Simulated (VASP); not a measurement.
OSZICAR of a VASP run on Ga31As31Se:

OSZICAR:
```
...
DAV:   1    -0.251165968989E+03   -0.77136E-02   -0.11741E+00   672   0.190E+00    0.357E-01
RMM:   2    -0.251171821400E+03   -0.58524E-02   -0.68024E-02   640   0.455E-01    0.130E-01
RMM:   3    -0.251172785276E+03   -0.96388E-03   -0.10481E-02   660   0.186E-01    0.883E-02
RMM:   4    -0.251172821293E+03   -0.36017E-04   -0.15253E-03   656   0.720E-02    0.575E-02
RMM:   5    -0.251172832182E+03   -0.10889E-04   -0.36294E-04   652   0.349E-02    0.286E-02
RMM:   6    -0.251172839357E+03   -0.71746E-05   -0.97208E-05   606   0.176E-02
   6 F= -.25117284E+03 E0= -.25117280E+03  d E =-.375462E-01  mag=     3.0000
       N       E                     dE             d eps       ncg     rms          rms(c)
DAV:   1    -0.251187907701E+03   -0.15076E-01   -0.10450E+00   672   0.165E+00    0.273E-01
RMM:   2    -0.251193241730E+03   -0.53340E-02   -0.57234E-02   640   0.375E-01    0.975E-02
RMM:   3    -0.251194274444E+03   -0.10327E-02   -0.93841E-03   667   0.153E-01    0.761E-02
RMM:   4    -0.251194297734E+03   -0.23290E-04   -0.12115E-03   669   0.576E-02    0.539E-02
RMM:   5    -0.251194265878E+03    0.31856E-04   -0.32977E-04   641   0.305E-02    0.232E-02
RMM:   6    -0.251194272232E+03   -0.63539E-05   -0.82374E-05   543   0.152E-02
   7 F= -.25119427E+03 E0= -.25119423E+03  d E =-.214329E-01  mag=     3.0000
       N       E                     dE             d eps       ncg     rms          rms(c)
DAV:   1    -0.251186275758E+03    0.79901E-02   -0.30077E+00   656   0.280E+00    0.478E-01
RMM:   2    -0.251201836968E+03   -0.15561E-01   -0.16795E-01   640   0.639E-01    0.167E-01
RMM:   3    -0.251204859468E+03   -0.30225E-02   -0.27450E-02   669   0.260E-01    0.135E-01
RMM:   4    -0.251204934340E+03   -0.74872E-04   -0.35120E-03   668   0.977E-02    0.968E-02
RMM:   5    -0.251204849449E+03    0.84891E-04   -0.96815E-04   642   0.517E-02    0.418E-02
RMM:   6    -0.251204870906E+03   -0.21457E-04   -0.24118E-04   642   0.260E-02    0.203E-02
RMM:   7    -0.251204873717E+03   -0.28112E-05   -0.48167E-05   464   0.115E-02
   8 F= -.25120487E+03 E0= -.25120480E+03  d E =-.320344E-01  mag=     3.0000
       N       E                     dE             d eps       ncg     rms          rms(c)
DAV:   1    -0.251209024297E+03   -0.41534E-02   -0.10440E+00   688   0.159E+00    0.255E-01
RMM:   2    -0.251214159607E+03   -0.51353E-02   -0.55435E-02   640   0.347E-01    0.932E-02
RMM:   3    -0.251215198960E+03   -0.10394E-02   -0.93536E-03   665   0.144E-01    0.740E-02
RMM:   4    -0.251215227087E+03   -0.28127E-04   -0.12420E-03   665   0.547E-02    0.528E-02
RMM:   5    -0.251215194530E+03    0.32557E-04   -0.32660E-04   636   0.293E-02    0.215E-02
RMM:   6    -0.251215200301E+03   -0.57707E-05   -0.83436E-05   524   0.147E-02
   9 F= -.25121520E+03 E0= -.25121509E+03  d E =-.103266E-01  mag=     3.0000
       N       E                     dE             d eps       ncg     rms          rms(c)
DAV:   1    -0.251204239278E+03    0.10955E-01   -0.23694E+00   656   0.239E+00    0.393E-01
RMM:   2    -0.251215920628E+03   -0.11681E-01   -0.12737E-01   640   0.525E-01    0.141E-01
RMM:   3    -0.251218341699E+03   -0.24211E-02   -0.21745E-02   668   0.219E-01    0.116E-01
RMM:   4    -0.251218380208E+03   -0.38510E-04   -0.26588E-03   664   0.821E-02    0.820E-02
RMM:   5    -0.251218318779E+03    0.61429E-04   -0.71467E-04   644   0.424E-02    0.385E-02
RMM:   6    -0.251218331199E+03   -0.12419E-04   -0.18573E-04   611   0.217E-02    0.185E-02
RMM:   7    -0.251218333537E+03   -0.23383E-05   -0.33780E-05   443   0.951E-03
  10 F= -.25121833E+03 E0= -.25121816E+03  d E =-.134598E-01  mag=     3.0000
       N       E                     dE             d eps       ncg     rms          rms(c)
DAV:   1    -0.251217853400E+03    0.47780E-03   -0.21040E-01   688   0.712E-01    0.113E-01
RMM:   2    -0.251218853370E+03   -0.99997E-03   -0.10819E-02   640   0.153E-01    0.411E-02
RMM:   3    -0.251219055719E+03   -0.20235E-03   -0.18187E-03   665   0.634E-02    0.315E-02
RMM:   4    -0.251219061342E+03   -0.56229E-05   -0.23825E-04   593   0.242E-02    0.215E-02
RMM:   5    -0.251219060359E+03    0.98364E-06   -0.60171E-05   479   0.125E-02
  11 F= -.25121906E+03 E0= -.25121890E+03  d E =-.141866E-01  mag=     3.0000
       N       E                     dE             d eps       ncg     rms          rms(c)
DAV:   1    -0.251224656008E+03   -0.55947E-02   -0.17548E-01   680   0.774E-01    0.172E-01
RMM:   2    -0.251225713715E+03   -0.10577E-02   -0.12747E-02   640   0.205E-01    0.536E-02
RMM:   3    -0.251225865845E+03   -0.15213E-03   -0.17748E-03   659   0.800E-02    0.313E-02
RMM:   4    -0.251225872243E+03   -0.63985E-05   -0.26834E-04   660   0.308E-02    0.183E-02
RMM:   5    -0.251225875625E+03   -0.33817E-05   -0.60476E-05   534   0.146E-02
  12 F= -.25122588E+03 E0= -.25122569E+03  d E =-.681527E-02  mag=     3.0000
       N       E                     dE             d eps       ncg     rms          rms(c)
DAV:   1    -0.251226486660E+03   -0.61442E-03   -0.52709E-02   696   0.424E-01    0.946E-02
RMM:   2    -0.251226815575E+03   -0.32891E-03   -0.39050E-03   640   0.114E-01    0.305E-02
RMM:   3    -0.251226867080E+03   -0.51505E-04   -0.56335E-04   662   0.448E-02    0.183E-02
RMM:   4    -0.251226869644E+03   -0.25638E-05   -0.82170E-05   600   0.173E-02
  13 F= -.25122687E+03 E0= -.25122666E+03  d E =-.780929E-02  mag=     3.0000
       N       E                     dE             d eps       ncg     rms          rms(c)
DAV:   1    -0.251228082825E+03   -0.12157E-02   -0.46746E-02   656   0.397E-01    0.776E-02
RMM:   2    -0.251228307169E+03   -0.22434E-03   -0.28547E-03   640   0.962E-02    0.261E-02
RMM:   3    -0.251228347514E+03   -0.40345E-04   -0.44011E-04   679   0.392E-02    0.191E-02
RMM:   4    -0.251228348808E+03   -0.12945E-05   -0.59167E-05   510   0.148E-02
  14 F= -.25122835E+03 E0= -.25122814E+03  d E =-.147916E-02  mag=     3.0000
       N       E                     dE             d eps       ncg     rms          rms(c)
DAV:   1    -0.251228639672E+03   -0.29216E-03   -0.35451E-02   672   0.346E-01    0.678E-02
RMM:   2    -0.251228812714E+03   -0.17304E-03   -0.21992E-03   640   0.846E-02    0.237E-02
RMM:   3    -0.251228845949E+03   -0.33234E-04   -0.35073E-04   678   0.348E-02    0.175E-02
RMM:   4    -0.251228847476E+03   -0.15271E-05   -0.47298E-05   475   0.132E-02
  15 F= -.25122885E+03 E0= -.25122864E+03  d E =-.197783E-02  mag=     3.0000
       N       E                     dE             d eps       ncg     rms          rms(c)
DAV:   1    -0.251229718509E+03   -0.87256E-03   -0.78019E-02   656   0.474E-01    0.878E-02
RMM:   2    -0.251230078496E+03   -0.35999E-03   -0.42684E-03   640   0.108E-01    0.269E-02
RMM:   3    -0.251230143646E+03   -0.65151E-04   -0.64632E-04   678   0.449E-02    0.240E-02
RMM:   4    -0.251230145199E+03   -0.15523E-05   -0.89771E-05   533   0.171E-02
  16 F= -.25123015E+03 E0= -.25122994E+03  d E =-.129772E-02  mag=     3.0000
       N       E                     dE             d eps       ncg     rms          rms(c)
DAV:   1    -0.251230448233E+03   -0.30459E-03   -0.55875E-02   656   0.402E-01    0.740E-02
RMM:   2    -0.251230706520E+03   -0.25829E-03   -0.30770E-03   640   0.921E-02    0.240E-02
RMM:   3    -0.251230755922E+03   -0.49402E-04   -0.48125E-04   679   0.385E-02    0.214E-02
RMM:   4    -0.251230757195E+03   -0.12735E-05   -0.65230E-05   491   0.147E-02
  17 F= -.25123076E+03 E0= -.25123055E+03  d E =-.190972E-02  mag=     3.0000
       N       E                     dE             d eps       ncg     rms          rms(c)
DAV:   1    -0.251229387897E+03    0.13680E-02   -0.22556E-01   640   0.806E-01    0.151E-01
RMM:   2    -0.251230428043E+03   -0.10401E-02   -0.12355E-02   640   0.184E-01    0.460E-02
RMM:   3    -0.251230618840E+03   -0.19080E-03   -0.18798E-03   680   0.764E-02    0.413E-02
RMM:   4    -0.251230623771E+03   -0.49317E-05   -0.26055E-04   644   0.292E-02    0.259E-02
RMM:   5    -0.251230623962E+03   -0.19091E-06   -0.62154E-05   529   0.146E-02
  18 F= -.25123062E+03 E0= -.25123041E+03  d E =-.177649E-02  mag=     3.0000
       N       E                     dE             d eps       ncg     rms          rms(c)
DAV:   1    -0.251230444211E+03    0.17956E-03   -0.87938E-02   640   0.502E-01    0.918E-02
RMM:   2    -0.251230839565E+03   -0.39535E-03   -0.46740E-03   640   0.113E-01    0.263E-02
RMM:   3    -0.251230905342E+03   -0.65776E-04   -0.67330E-04   673   0.461E-02    0.228E-02
RMM:   4    -0.251230907076E+03   -0.17342E-05   -0.94068E-05   541   0.175E-02
  19 F= -.25123091E+03 E0= -.25123070E+03  d E =-.205960E-02  mag=     3.0000
       N       E                     dE             d eps       ncg     rms          rms(c)
DAV:   1    -0.251231424701E+03   -0.51936E-03   -0.66509E-02   640   0.423E-01    0.826E-02
RMM:   2    -0.251231709192E+03   -0.28449E-03   -0.34341E-03   640   0.925E-02    0.231E-02
RMM:   3    -0.251231760026E+03   -0.50834E-04   -0.51351E-04   674   0.381E-02    0.228E-02
RMM:   4    -0.251231759947E+03    0.79466E-07   -0.59640E-05   478   0.138E-02
  20 F= -.25123176E+03 E0= -.25123155E+03  d E =-.852871E-03  mag=     3.0000
       N       E                     dE             d eps       ncg     rms          rms(c)
DAV:   1    -0.251231703269E+03    0.56757E-04   -0.88357E-02   640   0.488E-01    0.929E-02
RMM:   2    -0.251232075453E+03   -0.37218E-03   -0.45791E-03   640   0.107E-01    0.302E-02
RMM:   3    -0.251232149910E+03   -0.74457E-04   -0.72970E-04   687   0.450E-02    0.291E-02
RMM:   4    -0.251232150603E+03   -0.69256E-06   -0.83969E-05   508   0.164E-02
  21 F= -.25123215E+03 E0= -.25123194E+03  d E =-.124353E-02  mag=     3.0000
```

Which electronic solver shows in the log?

It is blocked Davidson (ALGO = Normal, or the opening steps of other solvers) and then RMM-DIIS (ALGO = Fast or VeryFast). The INCAR had ALGO = Fast.

How was spin treated?

Collinear spin (ISPIN = 2): the summary line carries one mag value, 3.00 μB in the cell.

Can the final energy be trusted as converged?

The calculation finished and met its thresholds. It stopped with EDIFF = 1E-5, NELM = 100, NSW = 70 and EDIFFG = -0.03 after 21 ionic steps (PBE GGA, plane waves, VASP's PBE PAW potentials (set 64)). The cell is charged, with a uniform compensating background. The supercell is sampled at Γ alone, which is coarse: total energies, pressure and levels can be off, energies of defects by several tenths of an eV.

The cell is a supercell with a defect, built from GaAs (zinc blende): Se_As-vac_Ga, charge -1. The total moment is imposed (NUPDOWN), so this need not be the lowest spin state.
